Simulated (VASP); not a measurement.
VASP input:

INCAR:
```
EDIFF = 1E-6
NELM = 100   ! most electronic steps
ALGO = Normal   ! blocked Davidson
LWAVE = .FALSE.
SIGMA = 0.1   ! width (eV)
ISMEAR = -1   ! Fermi-Dirac
LMAXMIX = 6   ! l cut-off of mixed one-centre charges
SYSTEM = Ta3Cu
ENCUT = 300   ! plane-wave cut-off (eV)
LASPH = .TRUE.   ! aspherical one-centre terms
ISIF = 2   ! forces and stress, cell fixed
LCHARG = .FALSE.
GGA = PE   ! PBE
PREC = Accurate
LREAL = .FALSE.
```

**KPOINTS**
```
Automatic mesh
0
Gamma
2 2 2
0 0 0
```

File POSCAR:
```
Ta3Cu
1
    0.0000000000     3.4777930000     3.4777930000
    3.4777930000     0.0000000000     3.4777930000
    3.4777930000     3.4777930000     0.0000000000
Cu Ta
1 3
Direct
  0.0000000000   0.0000000000   0.0000000000
  0.5000000000   0.5000000000   0.5000000000
  0.2500000000   0.2500000000   0.2500000000
  0.7500000000   0.7500000000   0.7500000000
```

POTCAR, in this order: Cu Ta_pv (PBE.64 set). Program: vasp_std.

Q: Write an equivalent input for Ansatz.

A: One equivalent input (not run):
Ansatz 0.2 input:
```yaml
crystal:
  lattice:
    - [0.0000000, 3.4777930, 3.4777930]
    - [3.4777930, 0.0000000, 3.4777930]
    - [3.4777930, 3.4777930, 0.0000000]
  atoms:
    - { symbol: Cu, position: [0.0000000, 0.0000000, 0.0000000] }
    - { symbol: Ta, position: [0.5000000, 0.5000000, 0.5000000] }
    - { symbol: Ta, position: [0.2500000, 0.2500000, 0.2500000] }
    - { symbol: Ta, position: [0.7500000, 0.7500000, 0.7500000] }
kpoints:
  mp_grid: { grid: [2, 2, 2] }
hamiltonian:
  xc: pbe
  pseudopotentials: { kind: paw }
scf:
  occupations: { method: fermi_dirac, width: 0.1 }
  max_iter: 100
output: { forces: true, stress: true, eigenvalues: true }
```
What does not carry over: each code has its own PAW files, so the cut-off isn't converted (ENCUT is set for VASP's; basis.ecutwfc is left out, and Ansatz then takes the one that its files recommend); Ansatz stops its SCF on the density residual and VASP on the energy change (EDIFF).

The structure was generated: Ta3Cu was put into an ordered model structure, which need not be its known phase. The cell was not relaxed at this level. The k-mesh is coarse (spacing up to 0.78 per Å, 2π included), so the numbers may not be converged in it. The run is one of a series of settings (KPOINTS 2×2×2 Γ-centred mesh against the base run), some of them coarse on purpose.
